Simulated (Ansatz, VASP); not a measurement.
# Cross-check of TiSn between VASP and Ansatz, part 2 of 3

Wanted: the spread between two codes on one cell, functional and k mesh. The cell is generated by rule, not measured, and may not be a known phase. The cell is taken from a series of runs on this material, whose earlier steps may have relaxed, scaled, displaced or heated it; both programs get it as it stands.

VASP 6.6.1 and Ansatz 0.2.0.

So far: Set-up; Ansatz: zone-centre phonons, PBE.

## Step 3: VASP: zone-centre phonons, PBE

Level of this step: PBE; plane waves and PAW (Ti_sv, Sn_d); invented cell (VASP).

The same cell, functional, mesh and smearing now go to VASP, with its own data sets.

Lines of VASP's logs that name or quote its potential files are left out, and so is its time.

INCAR reads:

```
SYSTEM = TiSn
PREC = Accurate
ENCUT = 500
EDIFF = 1E-08
NELM = 120
ISMEAR = 1
SIGMA = 0.15
LREAL = .FALSE.
ALGO = Normal
GGA = PE
NBANDS = 32
LASPH = .TRUE.
LORBIT = 11
LWAVE = .FALSE.
LCHARG = .FALSE.
ISIF = 2
IBRION = 8
GGA_COMPAT = .FALSE.
KPAR = 2
```

POSCAR reads:

```
TiSn
1.0
    4.8023495683      0.0000031016      0.0000000000
   -2.4011774702      4.1589551732      0.0000000000
    0.0000000000      0.0000000000      5.4649923184
Ti Sn
2 2
Direct
    0.3333333334      0.6666666668      0.2500000000
    0.6666666668      0.3333333334      0.7500000000
    0.6666666668      0.3333333334      0.2500000000
    0.3333333334      0.6666666668      0.7500000000
```

KPOINTS reads:

```
Automatic mesh
0
Gamma
10 10 6
0 0 0
```

PAW data sets: Ti_sv and Sn_d (PBE family, release 64).

Launch:

```sh
$ mpirun -np 2 vasp_std
```

Log:

```text
[banner, memory and clock lines left out]
running    2 mpi-ranks, on    1 nodes
 distrk:  each k-point on    1 cores,    2 groups
 distr:  one band on    1 cores,    1 groups

 POSCAR found type information on POSCAR TiSn
 POSCAR found :  2 types and       4 ions
 LDA part: xc-table for (Slater+PW92), standard interpolation
 POSCAR, INCAR and KPOINTS ok, starting setup
 FFT: planning ... GRIDC
 FFT: planning ... GRID_SOFT
 FFT: planning ... GRID
 WAVECAR not read
 entering main loop
       N       E                     dE             d eps       ncg     rms          rms(c)
DAV:   1     0.580990746322E+03    0.58099E+03   -0.26984E+04  3608   0.219E+03
DAV:   2     0.558467405162E+02   -0.52514E+03   -0.51815E+03  3600   0.591E+02
DAV:   3    -0.185062464631E+02   -0.74353E+02   -0.73250E+02  5096   0.200E+02
DAV:   4    -0.260447605777E+02   -0.75385E+01   -0.74707E+01  5496   0.535E+01
DAV:   5    -0.265922359695E+02   -0.54748E+00   -0.54740E+00  5144   0.101E+01    0.136E+01
DAV:   6    -0.233828118817E+02    0.32094E+01   -0.51407E+01  4624   0.361E+01    0.759E+00
DAV:   7    -0.224729798791E+02    0.90983E+00   -0.11898E+01  4568   0.198E+01    0.312E+00
DAV:   8    -0.224360183583E+02    0.36962E-01   -0.10953E+00  4952   0.630E+00    0.120E+00
DAV:   9    -0.224249477426E+02    0.11071E-01   -0.11624E-01  4688   0.221E+00    0.540E-01
DAV:  10    -0.224266895261E+02   -0.17418E-02   -0.30205E-02  5168   0.917E-01    0.160E-01
DAV:  11    -0.224263678798E+02    0.32165E-03   -0.56260E-03  4728   0.472E-01    0.764E-02
DAV:  12    -0.224263764183E+02   -0.85385E-05   -0.51111E-04  5368   0.126E-01    0.154E-02
DAV:  13    -0.224263803782E+02   -0.39599E-05   -0.31093E-05  4504   0.412E-02    0.609E-03
DAV:  14    -0.224263817289E+02   -0.13507E-05   -0.45638E-06  5184   0.120E-02    0.292E-03
DAV:  15    -0.224263823072E+02   -0.57828E-06   -0.13964E-06  4888   0.487E-03    0.100E-03
DAV:  16    -0.224263821804E+02    0.12683E-06   -0.12622E-07  4032   0.257E-03    0.364E-04
DAV:  17    -0.224263821356E+02    0.44749E-07   -0.57582E-09  3088   0.605E-04    0.269E-04
DAV:  18    -0.224263821289E+02    0.66921E-08   -0.85011E-09  3008   0.549E-04
   1 F= -.22426382E+02 E0= -.22426929E+02  d E =0.163912E-02
 Linear response reoptimize wavefunctions to high precision
DAV:   1    -0.224263821316E+02   -0.26794E-08   -0.15302E-09  3056   0.247E-04
DAV:   2    -0.224263821317E+02   -0.85493E-10   -0.35310E-10  2704   0.132E-04
 Linear response DOF=           4
 Linear response progress:
  Degree of freedom:   1/  4
       N       E                     dE             d eps       ncg     rms          rms(c)
RMM:   1    -0.740631494186E+00   -0.74063E+00    0.17930E+01 14202   0.924E+01
RMM:   2    -0.686030505453E+00    0.54601E-01   -0.41061E-01 25426   0.357E+00    0.214E-01
RMM:   3    -0.686083848245E+00   -0.53343E-04   -0.31626E-02 29741   0.104E+00    0.934E-02
RMM:   4    -0.686696336021E+00   -0.61249E-03   -0.11494E-02 33332   0.371E-01    0.352E-02
RMM:   5    -0.687860012937E+00   -0.11637E-02   -0.15877E-03 33691   0.142E-01    0.180E-02
RMM:   6    -0.688457107052E+00   -0.59709E-03   -0.61874E-04 34114   0.775E-02    0.108E-02
RMM:   7    -0.688529180976E+00   -0.72074E-04   -0.13089E-04 34430   0.377E-02    0.743E-03
RMM:   8    -0.688705083451E+00   -0.17590E-03   -0.61851E-05 34232   0.227E-02    0.322E-03
RMM:   9    -0.688801722706E+00   -0.96639E-04   -0.30843E-05 34303   0.143E-02    0.720E-04
RMM:  10    -0.688783450676E+00    0.18272E-04   -0.21640E-05 35949   0.857E-03    0.491E-04
RMM:  11    -0.688795286090E+00   -0.11835E-04   -0.19709E-05 35738   0.574E-03    0.165E-04
RMM:  12    -0.688799499153E+00   -0.42131E-05   -0.16951E-05 36298   0.403E-03    0.108E-04
RMM:  13    -0.688802153441E+00   -0.26543E-05   -0.13802E-05 35564   0.305E-03    0.457E-05
RMM:  14    -0.688802921293E+00   -0.76785E-06   -0.12186E-05 36094   0.237E-03    0.475E-05
RMM:  15    -0.688803830948E+00   -0.90965E-06   -0.10553E-05 35237   0.194E-03    0.317E-05
RMM:  16    -0.688802917305E+00    0.91364E-06   -0.93276E-06 36056   0.160E-03    0.129E-05
RMM:  17    -0.688803241161E+00   -0.32386E-06   -0.75466E-06 36173   0.136E-03    0.102E-05
RMM:  18    -0.688803454343E+00   -0.21318E-06   -0.67509E-06 35395   0.117E-03    0.752E-06
RMM:  19    -0.688803298184E+00    0.15616E-06   -0.56143E-06 36727   0.101E-03    0.124E-05
RMM:  20    -0.688803322702E+00   -0.24518E-07   -0.51568E-06 35464   0.891E-04    0.261E-05
RMM:  21    -0.688803256688E+00    0.66014E-07   -0.44568E-06 34947   0.793E-04    0.404E-05
RMM:  22    -0.688803282029E+00   -0.25340E-07   -0.40690E-06 35054   0.709E-04    0.421E-05
RMM:  23    -0.688803303230E+00   -0.21201E-07   -0.35619E-06 34777   0.640E-04    0.409E-05
RMM:  24    -0.688803323910E+00   -0.20681E-07   -0.31656E-06 35758   0.578E-04    0.460E-05
 first order change of Fermi-energy  -0.63323E-05
 force on displaced ion       1 direction 1 :  -6.074   0.002   0.000
 Linear response progress:
  Degree of freedom:   2/  4
       N       E                     dE             d eps       ncg     rms          rms(c)
RMM:   1    -0.709920824517E+00   -0.70992E+00    0.17954E+01  4953   0.921E+01
RMM:   2    -0.669687313269E+00    0.40234E-01   -0.37890E-01  8546   0.331E+00    0.185E-01
RMM:   3    -0.669518639267E+00    0.16867E-03   -0.30500E-02  9851   0.958E-01    0.855E-02
RMM:   4    -0.669595007256E+00   -0.76368E-04   -0.14247E-02 10761   0.391E-01    0.364E-02
RMM:   5    -0.670817613511E+00   -0.12226E-02   -0.20584E-03 10805   0.150E-01    0.284E-02
RMM:   6    -0.671088699735E+00   -0.27109E-03   -0.64261E-04 10791   0.791E-02    0.253E-02
RMM:   7    -0.671276971206E+00   -0.18827E-03   -0.16773E-04 10674   0.445E-02    0.994E-03
RMM:   8    -0.671398702208E+00   -0.12173E-03   -0.88115E-05 10781   0.295E-02    0.277E-03
RMM:   9    -0.671478814066E+00   -0.80112E-04   -0.42498E-05 11430   0.172E-02    0.969E-04
RMM:  10    -0.671456733492E+00    0.22081E-04   -0.41265E-05 11676   0.102E-02    0.460E-04
RMM:  11    -0.671462799508E+00   -0.60660E-05   -0.24254E-05 12194   0.727E-03    0.225E-04
RMM:  12    -0.671469315748E+00   -0.65162E-05   -0.24638E-05 12191   0.544E-03    0.163E-04
RMM:  13    -0.671471348042E+00   -0.20323E-05   -0.24374E-05 11666   0.452E-03    0.639E-05
RMM:  14    -0.671472479194E+00   -0.11312E-05   -0.24955E-05 12074   0.374E-03    0.793E-05
RMM:  15    -0.671472068553E+00    0.41064E-06   -0.33300E-06 11947   0.325E-03    0.155E-04
RMM:  16    -0.671472601577E+00   -0.53302E-06   -0.12021E-05 11464   0.293E-03    0.113E-04
RMM:  17    -0.671473199748E+00   -0.59817E-06   -0.52777E-06 11829   0.264E-03    0.980E-05
RMM:  18    -0.671473690655E+00   -0.49091E-06   -0.10280E-05 12027   0.239E-03    0.106E-04
RMM:  19    -0.671473716459E+00   -0.25804E-07   -0.23517E-06 12046   0.220E-03    0.132E-04
RMM:  20    -0.671474281388E+00   -0.56493E-06   -0.12723E-05 11338   0.206E-03    0.130E-04
RMM:  21    -0.671474226120E+00    0.55268E-07   -0.26695E-06 11650   0.193E-03    0.133E-04
RMM:  22    -0.671474665469E+00   -0.43935E-06   -0.11151E-05 11593   0.184E-03    0.112E-04
 first order change of Fermi-energy   0.12573E-02
 force on displaced ion       1 direction 3 :   0.000   0.000  -8.476
 Linear response progress:
  Degree of freedom:   3/  4
       N       E                     dE             d eps       ncg     rms          rms(c)
RMM:   1    -0.217331586400E+00   -0.21733E+00    0.86507E-01 17556   0.105E+01
RMM:   2    -0.222590288500E+00   -0.52587E-02   -0.33751E-02 25021   0.965E-01    0.103E-01
RMM:   3    -0.222865629202E+00   -0.27534E-03   -0.38831E-03 29650   0.322E-01    0.485E-02
RMM:   4    -0.223137021341E+00   -0.27139E-03   -0.56249E-04 30966   0.127E-01    0.208E-02
RMM:   5    -0.223273519354E+00   -0.13650E-03   -0.12118E-04 31549   0.540E-02    0.776E-03
RMM:   6    -0.223295227969E+00   -0.21709E-04   -0.37726E-05 31517   0.269E-02    0.707E-03
RMM:   7    -0.223302889983E+00   -0.76620E-05   -0.64931E-06 31823   0.161E-02    0.182E-03
RMM:   8    -0.223290486676E+00    0.12403E-04   -0.50736E-06 33447   0.967E-03    0.689E-04
RMM:   9    -0.223287350260E+00    0.31364E-05    0.35133E-06 34408   0.601E-03    0.335E-04
RMM:  10    -0.223285909260E+00    0.14410E-05    0.17069E-06 34683   0.401E-03    0.195E-04
RMM:  11    -0.223285925262E+00   -0.16001E-07    0.40309E-06 34687   0.279E-03    0.948E-05
RMM:  12    -0.223286078877E+00   -0.15361E-06    0.31349E-06 34389   0.201E-03    0.679E-05
RMM:  13    -0.223285963920E+00    0.11496E-06    0.38420E-06 34469   0.148E-03    0.439E-05
RMM:  14    -0.223286073479E+00   -0.10956E-06    0.34552E-06 35358   0.112E-03    0.349E-05
[...]
RMM:  21    -0.223286564023E+00   -0.16050E-07    0.64446E-07 32339   0.299E-04    0.295E-05
RMM:  22    -0.223286586299E+00   -0.22275E-07    0.63014E-07 35999   0.258E-04    0.344E-05
RMM:  23    -0.223286646620E+00   -0.60322E-07    0.22137E-07 34287   0.229E-04    0.404E-05
RMM:  24    -0.223286658882E+00   -0.12262E-07    0.19835E-07 32945   0.211E-04    0.406E-05
RMM:  25    -0.223286686846E+00   -0.27964E-07    0.63013E-08 35157   0.191E-04    0.456E-05
RMM:  26    -0.223286690066E+00   -0.32205E-08    0.11822E-07 33103   0.177E-04    0.506E-05
RMM:  27    -0.223286713239E+00   -0.23172E-07   -0.59705E-08 31714   0.168E-04    0.506E-05
RMM:  28    -0.223286714328E+00   -0.10896E-08   -0.13382E-08 33505   0.157E-04    0.521E-05
 first order change of Fermi-energy  -0.13561E-03
 force on displaced ion       3 direction 1 :  -6.228   0.004   0.000
 Linear response progress:
  Degree of freedom:   4/  4
       N       E                     dE             d eps       ncg     rms          rms(c)
RMM:   1    -0.223058055175E+00   -0.22306E+00    0.71047E-01  6035   0.997E+00
RMM:   2    -0.226807748900E+00   -0.37497E-02   -0.31844E-02  8717   0.968E-01    0.782E-02
RMM:   3    -0.227431632654E+00   -0.62388E-03   -0.53704E-03 10144   0.326E-01    0.460E-02
RMM:   4    -0.227665077991E+00   -0.23345E-03   -0.64289E-04 10194   0.111E-01    0.284E-02
RMM:   5    -0.227913176887E+00   -0.24810E-03   -0.17377E-04  9618   0.688E-02    0.243E-02
RMM:   6    -0.227928881524E+00   -0.15705E-04   -0.37542E-05  9609   0.373E-02    0.402E-03
RMM:   7    -0.227877327062E+00    0.51554E-04    0.42944E-05 10855   0.196E-02    0.243E-03
RMM:   8    -0.227893527982E+00   -0.16201E-04    0.23574E-05 10875   0.113E-02    0.132E-03
RMM:   9    -0.227877036884E+00    0.16491E-04    0.27286E-05 11237   0.674E-03    0.474E-04
RMM:  10    -0.227885203589E+00   -0.81667E-05    0.29021E-06 10760   0.466E-03    0.184E-04
RMM:  11    -0.227881316459E+00    0.38871E-05    0.23433E-05 12081   0.306E-03    0.103E-04
RMM:  12    -0.227881830969E+00   -0.51451E-06    0.17705E-05 11672   0.212E-03    0.684E-05
RMM:  13    -0.227882767509E+00   -0.93654E-06    0.44509E-06 11694   0.151E-03    0.309E-05
RMM:  14    -0.227882519410E+00    0.24810E-06    0.58734E-06 11871   0.111E-03    0.359E-05
[...]
RMM:  19    -0.227882335917E+00   -0.33300E-06    0.27876E-07 12211   0.355E-04    0.985E-06
RMM:  20    -0.227882310742E+00    0.25175E-07    0.22911E-07 11681   0.301E-04    0.107E-05
RMM:  21    -0.227882014350E+00    0.29639E-06    0.22663E-06 11170   0.264E-04    0.802E-06
RMM:  22    -0.227882200475E+00   -0.18612E-06   -0.57584E-07 11529   0.234E-04    0.612E-06
RMM:  23    -0.227882287274E+00   -0.86800E-07    0.66473E-08 10592   0.215E-04    0.125E-05
RMM:  24    -0.227882252521E+00    0.34753E-07    0.51903E-07 11660   0.190E-04    0.144E-05
RMM:  25    -0.227882196647E+00    0.55874E-07    0.46812E-07 10979   0.175E-04    0.119E-05
RMM:  26    -0.227882252114E+00   -0.55467E-07   -0.29400E-07 11374   0.161E-04    0.121E-05
 first order change of Fermi-energy  -0.15402E-02
 force on displaced ion       3 direction 3 :   0.000   0.000  -9.512
 Linear response finished
```

(Part 2 of 3 ends here.)

[Lines on the potential files, build, host, timing and source positions are cut from VASP's logs without a mark.]

[Logs are printed without paths, hosts, clocks, repeated set-up lines and the standing remarks that a program may print on its own settings, such as how far it seeks lower states.]

[Hosts, paths, dates, database ids (printed as entryN), source tags and the programs' standing remarks are cut or masked in the printed files.]
